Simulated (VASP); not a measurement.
Method: revPBE GGA, VASP's PBE PAW potentials (set 64) (plane waves; VASP).

VASP ran on this input.

### INCAR
```
SYSTEM  =  MgO
PREC  =  Accurate; ENCUT  =  520; LREAL  =  .FALSE.
LASPH  =  .TRUE.
EDIFF  =  1E-7; NELM  =  100; ALGO  =  Normal
ISMEAR  =  0; SIGMA  =  0.05
GGA  =  RE
ISIF  =  2
LWAVE  =  .FALSE.; LCHARG  =  .FALSE.
```

File POSCAR:
```
MgO
1
    0.0000000000     2.1399163324     2.1399163324
    2.1399163324     0.0000000000     2.1399163324
    2.1399163324     2.1399163324     0.0000000000
Mg O
1 1
Direct
  0.0000000000   0.0000000000   0.0000000000
  0.5000000000   0.5000000000   0.5000000000
```

**KPOINTS**
```
kpoints
0
G
  11 11 11
```

POTCAR, in this order: Mg O (PBE.64 set). Program: vasp_std.

Output of the run:

**OSZICAR**
```
       N       E                     dE             d eps       ncg     rms          rms(c)
DAV:   1     0.107785182496E+02    0.10779E+02   -0.48349E+03  1088   0.881E+02
DAV:   2    -0.125896492609E+02   -0.23368E+02   -0.22166E+02  1096   0.134E+02
DAV:   3    -0.128686780121E+02   -0.27903E+00   -0.27903E+00  1176   0.163E+01
DAV:   4    -0.128691600822E+02   -0.48207E-03   -0.48207E-03  1216   0.623E-01
DAV:   5    -0.128691603262E+02   -0.24405E-06   -0.24405E-06  1192   0.100E-02    0.722E+00
DAV:   6    -0.113330115543E+02    0.15361E+01   -0.10299E+01   896   0.224E+01    0.235E+00
DAV:   7    -0.113251554363E+02    0.78561E-02   -0.52705E-02   952   0.274E+00    0.135E+00
DAV:   8    -0.113264715058E+02   -0.13161E-02   -0.31758E-02   904   0.266E+00    0.175E-01
DAV:   9    -0.113263657458E+02    0.10576E-03   -0.72643E-04  1280   0.228E-01    0.743E-02
DAV:  10    -0.113265541322E+02   -0.18839E-03   -0.25033E-04   920   0.168E-01    0.962E-03
DAV:  11    -0.113265547044E+02   -0.57222E-06   -0.28182E-06  1312   0.193E-02    0.271E-03
DAV:  12    -0.113265545662E+02    0.13822E-06   -0.46381E-07   984   0.617E-03    0.322E-04
DAV:  13    -0.113265545358E+02    0.30357E-07   -0.13542E-08   552   0.121E-03
   1 F= -.11326555E+02 E0= -.11326555E+02  d E =-.981616E-15
```

### OUTCAR
```
------------------------ aborting loop because EDIFF is reached ----------------------------------------
  FORCE on cell =-STRESS in cart. coord.  units (eV):
  Direction    XX          YY          ZZ          XY          YZ          ZX
  --------------------------------------------------------------------------------------
  Total        0.0032221      0.0032221      0.0032221      0.0000000     -0.0000000      0.0000000
  in kB        0.2634082      0.2634082      0.2634082      0.0000000     -0.0000000      0.0000000
  external PRESSURE =       0.2634082 kB  Pullay stress =       0.0000000 kB
  volume of cell :       19.60
      direct lattice vectors                 reciprocal lattice vectors
     0.000000000  2.139916332  2.139916332    -0.233653995  0.233653995  0.233653995
     2.139916332  0.000000000  2.139916332     0.233653995 -0.233653995  0.233653995
     2.139916332  2.139916332  0.000000000     0.233653995  0.233653995 -0.233653995
  FREE ENERGIE OF THE ION-ELECTRON SYSTEM (eV)
  ---------------------------------------------------
  free  energy   TOTEN  =       -11.3265545358 eV

  energy  without entropy=      -11.3265545358  energy(sigma->0) =      -11.32655454
```
(Selected blocks of OUTCAR.)

OUTCAR:
```
 val. band max:        2.9604020306   @ k =   0.0000   0.0000   0.0000

 cond. band min:       7.3184523456   @ k =   0.0000   0.0000   0.0000


 Fermi energy:         3.2098720754

 k-point     1 :       0.0000    0.0000    0.0000
  band No.  band energies     occupation
      1     -14.1217      2.00000
      2       2.9604      2.00000
      3       2.9604      2.00000
      4       2.9604      2.00000
      5       7.3185      0.00000
      6      18.5877      0.00000
      7      18.5877      0.00000
      8      18.5877      0.00000

 k-point     2 :       0.0909    0.0000    0.0000
  band No.  band energies     occupation
      1     -14.0422      2.00000
      2       2.4226      2.00000
      3       2.9090      2.00000
      4       2.9090      2.00000
      5       7.8517      0.00000
      6      17.5009      0.00000
      7      18.7744      0.00000
      8      18.7744      0.00000

 k-point     3 :       0.1818    0.0000    0.0000
  band No.  band energies     occupation
      1     -13.8205      2.00000
      2       1.3010      2.00000
      3       2.7748      2.00000
      4       2.7748      2.00000
      5       8.9275      0.00000
      6      16.0456      0.00000
      7      19.1727      0.00000
      8      19.1727      0.00000

 k-point     4 :       0.2727    0.0000    0.0000
  band No.  band energies     occupation
      1     -13.5092      2.00000
      2       0.1308      2.00000
      3       2.6064      2.00000
      4       2.6064      2.00000
      5       9.9101      0.00000
      6      15.1663      0.00000
      7      19.3183      0.00000
      8      19.3183      0.00000

 k-point     5 :       0.3636    0.0000    0.0000
  band No.  band energies     occupation
      1     -13.1978      2.00000
      2      -0.8153      2.00000
      3       2.4582      2.00000
      4       2.4582      2.00000
      5      10.4586      0.00000
      6      14.9700      0.00000
      7      19.1171      0.00000
...
```

The compound is MgO in the rock salt structure. It was relaxed first, which changed the volume by +5 %.
